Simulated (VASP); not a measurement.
```yaml
crystal:
  lattice:
    - [5.77905, 0.00000, 0.00000]
    - [0.00000, 5.77905, 0.00000]
    - [0.00000, 0.00000, 5.77905]
  atoms:
    - { symbol: Cs, position: [0.00000, 0.00000, 0.00000] }
    - { symbol: Pb, position: [0.50000, 0.50000, 0.50000] }
    - { symbol: Br, position: [0.50000, 0.00000, 0.50000] }
    - { symbol: Br, position: [0.00000, 0.50000, 0.50000] }
    - { symbol: Br, position: [0.50000, 0.50000, 0.00000] }
```

Computed with LDA (Ceperley-Alder, Perdew-Zunger), VASP's LDA PAW potentials (set 64) (plane waves; VASP). Settings: 400 eV cut-off, 5×5×5 Γ-centred mesh, tetrahedra with Blöchl corrections, potentials Cs_sv Pb_d Br.

The cores are frozen, which limits the accuracy of field gradients.

Question: Give the principal components of the electric field gradient (V/Å²) and the asymmetry η at each nucleus.

Answer: 
```
atom    Vxx    Vyy    Vzz     η
----  -----  -----  -----  ----
Cs1     0.0    0.0    0.0     -
Pb2     0.0    0.0    0.0     -
Br3   -99.1  -99.1  198.1  0.00
Br4   -99.1  -99.1  198.1  0.00
Br5   -99.1  -99.1  198.1  0.00
```

The compound is CsPbBr3 in the cubic perovskite structure, the ideal cubic form; the compound distorts at low or room temperature. It was relaxed first.
